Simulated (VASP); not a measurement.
Level of theory: LDA (Ceperley-Alder, Perdew-Zunger), VASP's LDA PAW potentials (set 64) (plane waves; VASP 6.6.1).

VASP input:

### POSCAR
```
Os
1.0
  1.3597766167  -2.3552018387   0.0000000000
  1.3597766167   2.3552018387   0.0000000000
  0.0000000000   0.0000000000   4.2870489777
Os
2
direct
  0.3333330000   0.6666670000   0.2500000000
  0.6666670000   0.3333330000   0.7500000000
```

File KPOINTS:
```
kpoints
0
G
17 17 10
0 0 0
```

### INCAR
```
# general
SYSTEM  = Os
PREC    = Accurate
ENCUT   = 520
LREAL   = F
LASPH   = T

# electronic loop
EDIFF   = 1E-7   # SCF stop (eV)
NELM    = 100   # most electronic steps
ALGO    = Normal   # blocked Davidson
LMAXMIX = 6

# smearing
ISMEAR  = -5

# ions
ISIF    = 2   # forces and stress, cell fixed

# output
LWAVE   = F
LCHARG  = T
LORBIT  = 11   # lm-projected
NEDOS   = 601   # DOS grid
```

POTCAR, in this order: Os (LDA.64 set). Program: vasp_std.

The run wrote:

### OUTCAR
```
 ion  position               nearest neighbor table
   1  0.333  0.667  0.250-   2 2.66   2 2.66   2 2.66   2 2.66   2 2.66   2 2.66
   2  0.667  0.333  0.750-   1 2.66   1 2.66   1 2.66   1 2.66   1 2.66   1 2.66
  LATTYP: Found a hexagonal cell.
 ALAT       =     2.7195529317
 C/A-ratio  =     1.5763800468
 Subroutine PRICEL returns:
 Original cell was already a primitive cell.
 Subroutine GETGRP returns: Found 24 space group operations
The static configuration has the point symmetry D_3d.
 The point group associated with its full space group is D_6h.
The dynamic configuration has the point symmetry D_3d.
 Subroutine INISYM returns: Found 24 space group operations
 Subroutine IBZKPT returns following result:
 Found    198 irreducible k-points:

 Following reciprocal coordinates:
            Coordinates               Weight
  0.000000  0.000000  0.000000      1.000000
  0.058824 -0.000000  0.000000      6.000000
  0.117647  0.000000  0.000000      6.000000
  0.176471  0.000000  0.000000      6.000000
  0.235294  0.000000  0.000000      6.000000
  0.294118  0.000000  0.000000      6.000000
  0.352941  0.000000  0.000000      6.000000
...
```

File OSZICAR:
```
       N       E                     dE             d eps       ncg     rms          rms(c)
DAV:   1     0.996247397664E+02    0.99625E+02   -0.77787E+03  4752   0.128E+03
DAV:   2    -0.200147631667E+02   -0.11964E+03   -0.10780E+03  5104   0.393E+02
DAV:   3    -0.267531846891E+02   -0.67384E+01   -0.62631E+01  5836   0.772E+01
DAV:   4    -0.268991354998E+02   -0.14595E+00   -0.14527E+00  4996   0.112E+01
DAV:   5    -0.269007326070E+02   -0.15971E-02   -0.15975E-02  5544   0.965E-01    0.342E+01
DAV:   6    -0.256591288901E+02    0.12416E+01   -0.13926E+00  5064   0.111E+01    0.153E+01
DAV:   7    -0.253168379066E+02    0.34229E+00   -0.86625E-01  5376   0.861E+00    0.804E-01
DAV:   8    -0.253082671999E+02    0.85707E-02   -0.82104E-03  4852   0.754E-01    0.318E-01
DAV:   9    -0.253064494613E+02    0.18177E-02   -0.14003E-03  5120   0.434E-01    0.593E-02
DAV:  10    -0.253064634915E+02   -0.14030E-04   -0.23938E-05  5464   0.429E-02    0.116E-02
DAV:  11    -0.253064498437E+02    0.13648E-04   -0.27864E-06  4956   0.206E-02    0.120E-03
DAV:  12    -0.253064491027E+02    0.74091E-06   -0.86136E-08  2940   0.301E-03    0.501E-04
DAV:  13    -0.253064490547E+02    0.48055E-07   -0.76847E-09  2468   0.976E-04
   1 F= -.25306449E+02 E0= -.25306449E+02  d E =0.000000E+00
```

**OUTCAR**
```
------------------------ aborting loop because EDIFF is reached ----------------------------------------
  FORCE on cell =-STRESS in cart. coord.  units (eV):
  Direction    XX          YY          ZZ          XY          YZ          ZX
  --------------------------------------------------------------------------------------
  Total       -0.0328048     -0.0328048      0.0438559      0.0000000      0.0000000      0.0000000
  in kB       -1.9140953     -1.9140947      2.5589071      0.0000000      0.0000000      0.0000000
  external PRESSURE =      -0.4230943 kB  Pullay stress =       0.0000000 kB
  volume of cell :       27.46
      direct lattice vectors                 reciprocal lattice vectors
     1.359776617 -2.355201839  0.000000000     0.367707456 -0.212296030  0.000000000
     1.359776617  2.355201839  0.000000000     0.367707456  0.212296030  0.000000000
     0.000000000  0.000000000  4.287048978     0.000000000  0.000000000  0.233260689
 POSITION                                       TOTAL-FORCE (eV/Angst)
 -----------------------------------------------------------------------------------
      1.35978      0.78507      1.07176         0.000000     -0.000000      0.000000
      1.35978     -0.78507      3.21529        -0.000000      0.000000      0.000000
 -----------------------------------------------------------------------------------
    total drift:                               -0.000000      0.000023     -0.000020
  FREE ENERGIE OF THE ION-ELECTRON SYSTEM (eV)
  ---------------------------------------------------
  free  energy   TOTEN  =       -25.3064490547 eV

  energy  without entropy=      -25.3064490547  energy(sigma->0) =      -25.30644905

 total charge

# of ion       s       p       d       tot
------------------------------------------
    1        0.673   0.806   6.251   7.730
    2        0.673   0.806   6.251   7.730
--------------------------------------------------
tot          1.346   1.612  12.501  15.459
```
(Selected blocks of OUTCAR.)

For a metal the tetrahedron method with Blöchl corrections gives inexact stress and forces.

The compound is Os in the hcp structure. It was relaxed first.
